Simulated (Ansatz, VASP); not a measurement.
# Ta2NO2: VASP beside Ansatz, part 2 of 2

One calculation is typed for both programs; each brings its own data sets. How far apart do they land? Of the first pair: The structure shown is the start of the Ansatz relaxation below; VASP solves that cell, so the two are compared at the walk's first step.

VASP 6.6.1 and Ansatz 0.2.0.

So far: The structure; Ansatz: relaxation, PBEsol.

## Step 3: VASP: single point, PBEsol, start cell, pair 1

Level of this step: PBEsol; plane waves and PAW (N, Ta_pv, O) (VASP).

The same cell, functional, mesh and smearing now go to VASP, with its own data sets.

Lines of VASP's logs that name or quote its potential files are left out, and so is its time.

Input file INCAR:

```
SYSTEM = Ta2NO2
PREC = Accurate
ENCUT = 520
EDIFF = 1E-06
NELM = 120
ISMEAR = 1
SIGMA = 0.15
LREAL = .FALSE.
ALGO = Normal
GGA = PS
NBANDS = 49
LASPH = .TRUE.
LORBIT = 11
LWAVE = .FALSE.
LCHARG = .FALSE.
ISIF = 2
LDIPOL = .TRUE.
IDIPOL = 3
DIPOL = 0.5 0.5 0.307
LVHAR = .TRUE.
GGA_COMPAT = .FALSE.
NELMDL = -8
KPAR = 2
```

Input file POSCAR:

```
Ta2NO2
1.0
    3.1019750000      0.0000000000      0.0000000000
    0.0000000000      5.3727780000      0.0000000000
    0.0000000000      0.0000000000     32.6000000000
N Ta O
2 4 4
Direct
    0.4999999194      0.5145267495      0.3072870859
    0.9999999194      0.9854732505      0.3062098466
    0.9999999194      0.3257830493      0.3415230981
    0.4999999194      0.8408836174      0.3445765644
    0.4999999194      0.1742169507      0.2719738344
    0.9999999194      0.6591163826      0.2689203681
    0.4999999194      0.1648335368      0.3769412883
    0.9999999194      0.6684997966      0.3753500920
    0.9999999194      0.3351664632      0.2365556442
    0.4999999194      0.8315002034      0.2381468405
```

Input file KPOINTS:

```
Automatic mesh
0
Gamma
12 8 1
0 0 0
```

The projector-augmented-wave data sets are N, Ta_pv and O (PBE family, release 64).

The run is started by

```
$ mpirun -np 2 vasp_std
```

Numbers of over 12 decimals in the logs are rounded to 6 here.

The program printed:

```text
[banner, memory and clock lines left out]
running    2 mpi-ranks, on    1 nodes
 distrk:  each k-point on    1 cores,    2 groups
 distr:  one band on    1 cores,    1 groups

 POSCAR found type information on POSCAR N TaO
 POSCAR found :  3 types and      10 ions
|                                                                             |
|               ----> ADVICE to this user running VASP <----                  |
|                                                                             |
|     You enforced a specific xc type in the INCAR file but a different       |
|     [... a line on the potential file left out ...]
|     I HOPE YOU KNOW WHAT YOU ARE DOING!                                     |
|                                                                             |

 LDA part: xc-table for (Slater+PW92), standard interpolation
 POSCAR, INCAR and KPOINTS ok, starting setup
 FFT: planning ... GRIDC
 FFT: planning ... GRID_SOFT
 FFT: planning ... GRID
 WAVECAR not read
 entering main loop
       N       E                     dE             d eps       ncg     rms          rms(c)
DAV:   1     0.730245007364E+03    0.73025E+03   -0.38860E+04  4262   0.129E+03
DAV:   2    -0.280724803644E+02   -0.75832E+03   -0.74155E+03  4697   0.327E+02
DAV:   3    -0.118528672848E+03   -0.90456E+02   -0.89187E+02  4055   0.113E+02
DAV:   4    -0.121911707875E+03   -0.33830E+01   -0.33507E+01  4516   0.230E+01
DAV:   5    -0.121985255416E+03   -0.73548E-01   -0.73240E-01  4324   0.316E+00
DAV:   6    -0.121987746385E+03   -0.24910E-02   -0.24873E-02  4524   0.578E-01
DAV:   7    -0.121987848206E+03   -0.10182E-03   -0.10172E-03  4324   0.102E-01
DAV:   8    -0.121987853640E+03   -0.54339E-05   -0.54304E-05  4020   0.221E-02    0.546E+01
DAV:   9    -0.108061942885E+03    0.13926E+02   -0.79635E+01  4114   0.431E+01    0.244E+01
DAV:  10    -0.107623600313E+03    0.43834E+00   -0.76310E+00  4140   0.140E+01    0.112E+01
DAV:  11    -0.107416534418E+03    0.20707E+00   -0.11625E+00  4491   0.774E+00    0.918E-01
DAV:  12    -0.107405695265E+03    0.10839E-01   -0.17184E-01  4284   0.263E+00    0.554E-01
DAV:  13    -0.107400284658E+03    0.54106E-02   -0.26502E-02  4428   0.117E+00    0.267E-01
DAV:  14    -0.107399016568E+03    0.12681E-02   -0.92692E-03  4468   0.529E-01    0.206E-01
[...]
DAV:  22    -0.107399677962E+03   -0.63571E-04   -0.90288E-07  2668   0.438E-03    0.228E-03
DAV:  23    -0.107399761041E+03   -0.83080E-04   -0.28447E-06  3014   0.435E-03    0.922E-04
DAV:  24    -0.107399771079E+03   -0.10038E-04   -0.17680E-07  2313   0.214E-03    0.518E-04
DAV:  25    -0.107399783065E+03   -0.11986E-04   -0.36137E-07  2436   0.152E-03    0.373E-04
DAV:  26    -0.107399788608E+03   -0.55435E-05   -0.17319E-07  2296   0.115E-03    0.179E-04
DAV:  27    -0.107399791003E+03   -0.23945E-05   -0.10944E-07  2275   0.696E-04    0.142E-04
DAV:  28    -0.107399792349E+03   -0.13465E-05   -0.66807E-08  2284   0.591E-04    0.103E-04
DAV:  29    -0.107399792983E+03   -0.63349E-06   -0.39252E-08  2275   0.410E-04
   1 F= -.10739979E+03 E0= -.10739933E+03  d E =-.137499E-02
```

OUTCAR, selected parts (step 3):

```text
ion  position               nearest neighbor table
   1  0.500  0.515  0.307-   4 2.13   6 2.14   6 2.14   5 2.16   3 2.16   3 2.16
   2  1.000  0.985  0.306-   6 2.13   4 2.14   4 2.14   3 2.16   5 2.16   5 2.16
   3  1.000  0.326  0.342-   7 2.12   7 2.12   8 2.15   2 2.16   1 2.16   1 2.16   5 2.87   5 2.87
                             6 2.97   4 3.03   4 3.03   4 3.17   4 3.17
   4  0.500  0.841  0.345-   7 2.04   8 2.07   8 2.07   1 2.13   2 2.14   2 2.14   5 2.97   3 3.03
                             3 3.03   6 3.07   6 3.07   3 3.17   3 3.17
   5  0.500  0.174  0.272-   9 2.12   9 2.12  10 2.15   1 2.16   2 2.16   2 2.16   3 2.87   3 2.87
                             4 2.97   6 3.03   6 3.03   6 3.17   6 3.17
   6  1.000  0.659  0.269-   9 2.04  10 2.07  10 2.07   2 2.13   1 2.14   1 2.14   3 2.97   5 3.03
                             5 3.03   4 3.07   4 3.07   5 3.17   5 3.17
   7  0.500  0.165  0.377-   4 2.04   3 2.12   3 2.12
   8  1.000  0.668  0.375-   4 2.07   4 2.07   3 2.15
   9  1.000  0.335  0.237-   6 2.04   5 2.12   5 2.12
  10  0.500  0.832  0.238-   6 2.07   6 2.07   5 2.15

  LATTYP: Found a simple orthorhombic cell.
 ALAT       =     3.1019750000
 B/A-ratio  =     1.7320507096
 C/A-ratio  =    10.5094335061

 Subroutine GETGRP returns: Found  4 space group operations
 (whereof  2 operations were pure point group operations)

The static configuration has the point symmetry C_1h.
 The point group associated with its full space group is C_2h.

 Found     35 irreducible k-points:

   k-points           NKPTS =     35   k-points in BZ     NKDIM =     35   number of bands    NBANDS=     49

   dimension x,y,z NGX =    24 NGY =   40 NGZ =  250
   dimension x,y,z NGXF=    48 NGYF=   80 NGZF=  500

   ENCUT  =  520.0 eV  38.22 Ry    6.18 a.u.   5.77  9.99 60.61*2*pi/ulx,y,z

   NELECT =      78.0000    total number of electrons

 k-points in reciprocal lattice and weights: Automatic mesh
   0.00000000  0.00000000  0.00000000       0.010
   0.08333333  0.00000000  0.00000000       0.021
   0.16666667  0.00000000  0.00000000       0.021
   0.25000000  0.00000000  0.00000000       0.021
   0.33333333  0.00000000  0.00000000       0.021
   0.41666667  0.00000000  0.00000000       0.021
   0.50000000  0.00000000  0.00000000       0.010
   0.00000000  0.12500000  0.00000000       0.021
   0.08333333  0.12500000  0.00000000       0.042
[...]
0.41666667  0.50000000  0.00000000       0.021
   0.50000000  0.50000000  0.00000000       0.010

 dipolmoment           0.000000      0.000000      0.000003 electrons x Angstroem

 average (electrostatic) potential at core
       1 -73.6287       2 -73.6287       3 -46.5333       4 -47.0751       5 -46.5333
       6 -47.0751       7 -79.3847       8 -79.3249       9 -79.3847      10 -79.3249

 E-fermi :  -2.7725

 k-point     1 :       0.0000    0.0000    0.0000
  band No.  band energies     occupation
    ...
     36      -6.6472      2.00000
     37      -5.1204      2.00000
     38      -4.0797      2.00000
     39      -4.0443      2.00000
     40      -3.1651      2.00135
     41      -1.5911     -0.00000
     42      -1.4166     -0.00000
     43      -1.3886     -0.00000
     44      -0.8986     -0.00000
     45      -0.8592     -0.00000
    ...

 k-point     2 :       0.0833    0.0000    0.0000
  band No.  band energies     occupation
    ...
     36      -6.6899      2.00000
     37      -4.8916      2.00000
     38      -3.9309      2.00000
     39      -3.9288      2.00000
     40      -3.1418      2.00274
     41      -1.5319     -0.00000
     42      -1.3309     -0.00000
     43      -1.3141     -0.00000
     44      -1.1234     -0.00000
     45      -1.0209     -0.00000
    ...

 k-point     3 :       0.1667    0.0000    0.0000
  band No.  band energies     occupation
    ...
     35      -7.0872      2.00000
     36      -6.5063      2.00000
     37      -4.3787      2.00000
     38      -3.9796      2.00000
     39      -3.7023      2.00000
     40      -2.7134      0.38711
     41      -1.7081     -0.00000
     42      -1.6534     -0.00000
     43      -1.1427     -0.00000
     44      -1.0989     -0.00000
    ...

  Total        0.2327708      1.7336167      0.8640496      0.0000000      0.9461404      0.0000000
  in kB        0.6864110      5.1122122      2.5479709      0.0000000      2.7900462      0.0000000
  external PRESSURE =       2.7821980 kB  Pullay stress =       0.0000000 kB

  energy-cutoff  :      520.00
  volume of cell :      543.32
      direct lattice vectors                 reciprocal lattice vectors
     3.101975000  0.000000000  0.000000000     0.322375261  0.000000000  0.000000000
     0.000000000  5.372778000  0.000000000     0.000000000  0.186123454  0.000000000
     0.000000000  0.000000000 32.600000000     0.000000000  0.000000000  0.030674847

 POSITION                                       TOTAL-FORCE (eV/Angst)
 -----------------------------------------------------------------------------------
      1.55099      2.76444     10.01756         0.000000     -0.046113      0.027258
      3.10197      5.29473      9.98244         0.000000      0.046113     -0.027258
      3.10197      1.75036     11.13365         0.000000      0.208889      0.126024
      1.55099      4.51788     11.23320         0.000000      0.219926      0.272755
      1.55099      0.93603      8.86635         0.000000     -0.208889     -0.126024
      3.10197      3.54129      8.76680         0.000000     -0.219926     -0.272755
      1.55099      0.88561     12.28829         0.000000      0.019245     -0.002338
      3.10197      3.59170     12.23641         0.000000     -0.034116      0.013823
      3.10197      1.80077      7.71171         0.000000     -0.019245      0.002338
      1.55099      4.46747      7.76359         0.000000      0.034116     -0.013823
 -----------------------------------------------------------------------------------
    total drift:                                0.001563      0.000150     -0.000385

  FREE ENERGIE OF THE ION-ELECTRON SYSTEM (eV)
  ---------------------------------------------------
  free  energy   TOTEN  =      -107.3997929827 eV

  energy  without entropy=     -107.3984179877  energy(sigma->0) =     -107.39933465

 vacuum level on the upper side and lower side of the slab         2.492         2.492

 total charge
# of ion       s       p       d       tot
------------------------------------------
    1        1.236   2.566   0.000   3.802
    2        1.236   2.566   0.000   3.802
    3        0.288   6.246   2.436   8.969
    4        0.309   6.284   2.347   8.940
    5        0.288   6.246   2.436   8.969
    6        0.309   6.284   2.347   8.940
    7        1.564   3.444   0.000   5.009
    8        1.561   3.458   0.000   5.019
    9        1.564   3.444   0.000   5.009
   10        1.561   3.458   0.000   5.019
--------------------------------------------------
tot          9.915  43.998   9.565  63.478

[... 3 further parts left out ...]
```

The run ends at a pressure of 0.28 GPa, with forces up to 0.35 eV/Å.

## Step 4: Comparison

Known differences besides the potentials themselves: Ansatz cuts the interaction across the vacuum, VASP repeats the sheet with a dipole correction; the data sets hold 86 valence electrons in Ansatz (on its default PAW (the set named soft_2) files) and 78 in VASP; the cutoff is 420 eV in Ansatz and 520 eV in VASP; Ansatz makes its cores anew for this functional, VASP keeps those of its PBE data sets. Total energies have different zeros and are not compared.

Forces (eV/Å; atoms numbered as in POSCAR):

```csv
atom,"Ansatz x, y, z","VASP x, y, z"
N1,"0.000, -0.042, 0.022","0.000, -0.046, 0.027"
N2,"0.000, 0.042, -0.022","0.000, 0.046, -0.027"
Ta3,"0.000, 0.201, 0.111","0.000, 0.209, 0.126"
Ta4,"0.000, 0.228, 0.273","0.000, 0.220, 0.273"
Ta5,"0.000, -0.201, -0.111","0.000, -0.209, -0.126"
Ta6,"0.000, -0.228, -0.273","0.000, -0.220, -0.273"
O7,"0.000, -0.001, -0.069","0.000, 0.019, -0.002"
O8,"0.000, -0.019, -0.043","0.000, -0.034, 0.014"
O9,"0.000, 0.001, 0.069","0.000, -0.019, 0.002"
O10,"0.000, 0.019, 0.043","0.000, 0.034, -0.014"
```

The forces differ by 24 meV/Å r.m.s., which is 21.6 % of the r.m.s. force of 0.112 eV/Å (both taken over all components). With vacuum in the cell, a pressure given here is an average over mostly empty space and none of the material.

## Step 5: What the set-up changes

Further runs change the set-up of one program: Ansatz's method, potentials or start, or VASP's data sets, cutoff or form of LDA. The table gives that difference for each run.

```csv
run,r.m.s. force difference (meV/Å)
as above,24
"VASP with the data sets N, Ta_sv_GW and O",12
```

## Step 6: Ansatz: relaxation, PBEsol

This run makes the geometry at which the two programs are then compared.

The structure compared here is the end of the Ansatz relaxation.

Input file input.yaml:

```yaml
crystal:
  lattice:
    - [3.1019748692, 0.0, 0.0]
    - [0.0, 5.3727780773, 0.0]
    - [0.0, 0.0, 32.6]
  atoms:
    - { symbol: "N", position: [0.5, 0.5145267785, 0.3072870952] }
    - { symbol: "N", position: [0.0, -0.0145267785, 0.3062098374] }
    - { symbol: Ta, position: [0.0, 0.325783046, 0.3415230952] }
    - { symbol: Ta, position: [0.5, 0.8408836207, 0.3445765549] }
    - { symbol: Ta, position: [0.5, 0.174216954, 0.2719738374] }
    - { symbol: Ta, position: [1.0, 0.6591163793, 0.2689203776] }
    - { symbol: O, position: [0.5, 0.1648335285, 0.3769413015] }
    - { symbol: O, position: [1.0, 0.6684998048, 0.3753501027] }
    - { symbol: O, position: [0.0, 0.3351664715, 0.2365556311] }
    - { symbol: O, position: [0.5, 0.8315001952, 0.2381468298] }
  periodic: [true, true, false]
kpoints:
  mp_grid: { grid: [12, 8, 1] }
hamiltonian:
  xc: pbesol
scf:
  occupations: { method: methfessel_paxton, width: 0.15 }
output:
  forces: true
  stress: true
  eigenvalues: true
relax:
  adjacent_minimum: "off"
  f_tol: 0.002
  max_steps: 120
  cell: { stress_2d_tol: 0.005 }
```

The run is started by

```
$ ansatz run input.yaml --threads 8 --pin off --max-ram 14336MiB --backend cpu --events-out ev --progress --plain --runs-dir out
```

The program printed:

```text
[...]
Crystal: 10 atoms, lattice volume = 543.319 Å³
Basis set: ecut = 420 eV, 10647 PW (Γ), exchange–correlation on 48×72×450 points (8 copies of the dense FFT grid, shifted against one another)
Bands: 53, of which v1, the nominal top of the filled ones, is band 43 counted from 1 (42 counted from 0)
Symmetry: 4 space group operations
[...]
k-points: 35 of 96
[...]
- { symbol: Ta, position: [0.0, 0.333589, 0.340306] }
    - { symbol: Ta, position: [0.5, 0.868133, 0.347365] }
    - { symbol: Ta, position: [0.5, 0.166411, 0.273191] }
    - { symbol: Ta, position: [1.0, 0.631867, 0.266132] }
    - { symbol: O, position: [0.5, 0.173489, 0.378391] }
    - { symbol: O, position: [1.0, 0.672139, 0.374114] }
    - { symbol: O, position: [0.0, 0.326511, 0.235106] }
    - { symbol: O, position: [0.5, 0.827861, 0.239383] }
[key lines of the parts left out:]
SCF converged after 7 iterations
Free energy (F): -42235.520359 eV
Fermi energy:    -4.919940 eV
P = ½ c Tr σ = -0.0005 N/m
```

## Step 7: VASP: single point, PBEsol, relaxed cell, pair 2

The same cell, functional, mesh and smearing now go to VASP, with its own data sets.

INCAR is that of step 3.

Input file POSCAR:

```
Ta2NO2
1.0
    3.0533338596      0.0000000000      0.0000000000
    0.0000000000      5.4716195650      0.0000000000
    0.0000000000      0.0000000000     32.6000000000
N Ta O
2 4 4
Direct
    0.5000000000      0.5271125331      0.3068247493
    0.0000000000      0.9728874669      0.3066721832
    0.0000000000      0.3335887575      0.3403059013
    0.5000000000      0.8681327670      0.3473648607
    0.5000000000      0.1664112425      0.2731910312
    0.0000000000      0.6318672330      0.2661320718
    0.5000000000      0.1734894307      0.3783914316
    0.0000000000      0.6721391187      0.3741141038
    0.0000000000      0.3265105693      0.2351055009
    0.5000000000      0.8278608813      0.2393828287
```

KPOINTS is that of step 3.

The run is started by

```
$ mpirun -np 2 vasp_std
```

The program printed:

```text
[banner, memory and clock lines left out]
running    2 mpi-ranks, on    1 nodes
[...]
[... a notice as in an earlier step ...]

 LDA part: xc-table for (Slater+PW92), standard interpolation
 POSCAR, INCAR and KPOINTS ok, starting setup
[...]
entering main loop
       N       E                     dE             d eps       ncg     rms          rms(c)
DAV:   1     0.729011799783E+03    0.72901E+03   -0.38699E+04  4262   0.128E+03
DAV:   2    -0.269756905502E+02   -0.75599E+03   -0.74005E+03  4705   0.326E+02
DAV:   3    -0.118624991796E+03   -0.91649E+02   -0.90359E+02  4049   0.113E+02
DAV:   4    -0.121976650901E+03   -0.33517E+01   -0.33232E+01  4444   0.230E+01
[...]
DAV:  27    -0.107503045232E+03   -0.15286E-05   -0.73459E-08  2381   0.769E-04    0.147E-04
DAV:  28    -0.107503046677E+03   -0.14443E-05   -0.66879E-08  2286   0.545E-04    0.734E-05
DAV:  29    -0.107503047183E+03   -0.50602E-06   -0.33003E-08  2285   0.385E-04
   1 F= -.10750305E+03 E0= -.10750311E+03  d E =0.195202E-03
```

Parts of OUTCAR (step 7):

```text
  Total        0.7532357      0.8906300      0.4626660      0.0000000      0.0599248      0.0000000
  in kB        2.2158160      2.6199930      1.3610383      0.0000000      0.1762826      0.0000000
  external PRESSURE =       2.0656157 kB  Pullay stress =       0.0000000 kB

 POSITION                                       TOTAL-FORCE (eV/Angst)
 -----------------------------------------------------------------------------------
      1.52667      2.88416     10.00249         0.000000      0.004728      0.014465
      0.00000      5.32327      9.99751         0.000000     -0.004728     -0.014465
      0.00000      1.82527     11.09397         0.000000      0.004086      0.019267
      1.52667      4.75009     11.32409         0.000000     -0.050802     -0.020886
      1.52667      0.91054      8.90603         0.000000     -0.004086     -0.019267
      0.00000      3.45734      8.67591         0.000000      0.050802      0.020886
      1.52667      0.94927     12.33556         0.000000      0.065981      0.086679
      0.00000      3.67769     12.19612         0.000000     -0.027579      0.049852
      0.00000      1.78654      7.66444         0.000000     -0.065981     -0.086679
      1.52667      4.52974      7.80388         0.000000      0.027579     -0.049852
 -----------------------------------------------------------------------------------
    total drift:                                0.000000      0.000003      0.000141

  FREE ENERGIE OF THE ION-ELECTRON SYSTEM (eV)
  ---------------------------------------------------
  free  energy   TOTEN  =      -107.5030471827 eV

  energy  without entropy=     -107.5032423844  energy(sigma->0) =     -107.50311225

[... 1 part as in an earlier step ...]

[... 2 further parts left out ...]
[key lines of the parts left out:]
E-fermi :  -2.5252
```

The run ends at a pressure of 0.21 GPa, with forces up to 0.11 eV/Å.

## Step 8: Comparison

What differs besides the data sets and the points named for the pairs above, as far as they apply: the data sets hold 86 valence electrons in Ansatz (on its default PAW (the set named soft_2) files) and 78 in VASP. Total energies have different zeros and are not compared.

Forces (eV/Å; atoms numbered as in POSCAR):

```csv
atom,"Ansatz x, y, z","VASP x, y, z"
N1,"0.000, 0.000, 0.000","0.000, 0.005, 0.014"
N2,"0.000, 0.000, 0.000","0.000, -0.005, -0.014"
Ta3,"0.000, 0.000, 0.000","0.000, 0.004, 0.019"
Ta4,"0.000, 0.000, 0.000","0.000, -0.051, -0.021"
Ta5,"0.000, 0.000, 0.000","0.000, -0.004, -0.019"
Ta6,"0.000, 0.000, 0.000","0.000, 0.051, 0.021"
O7,"0.000, 0.000, 0.000","0.000, 0.066, 0.087"
O8,"0.000, 0.000, 0.000","0.000, -0.028, 0.050"
O9,"0.000, 0.000, 0.000","0.000, -0.066, -0.087"
O10,"0.000, 0.000, 0.000","0.000, 0.028, -0.050"
```

The forces differ by 35 meV/Å r.m.s., where the r.m.s. force is 0.000 eV/Å in Ansatz and 0.035 eV/Å in VASP: the atoms lie near their places of rest in Ansatz, so a percentage would say little (all taken over all components). With vacuum in the cell, a pressure given here is an average over mostly empty space and none of the material.

## Step 9: Summary of results

| Item | Value |
| --- | --- |
| r.m.s. force difference (single point, PBEsol, start cell, pair 1) | 24 meV/Å |
| r.m.s. force difference (single point, PBEsol, relaxed cell, pair 2) | 35 meV/Å |

What this shows: The r.m.s. force difference is 35 meV/Å (single point, PBEsol, relaxed cell, pair 2), beyond the 12 meV/Å picked in this series as the mark of a large difference. The data sets hold unlike numbers of valence electrons (86 in Ansatz and 78 in VASP), so part of the differences comes from the potentials. Single point, PBEsol, start cell, pair 1, VASP with the data sets N, Ta_sv_GW and O: r.m.s. force difference goes from 24 to 12 meV/Å. What causes the difference of the single point, PBEsol, relaxed cell, pair 2 pair stays open here. How closely two codes agree says nothing of how well the functional describes the real material.

[Lines on the potential files, build, host, timing and source positions are cut from VASP's logs without a mark.]

[Logs are printed without paths, hosts, clocks, repeated set-up lines and the standing remarks that a program may print on its own settings, such as how far it seeks lower states.]

[Hosts, paths, dates, database ids (printed as entryN), source tags and the programs' standing remarks are cut or masked in the printed files.]
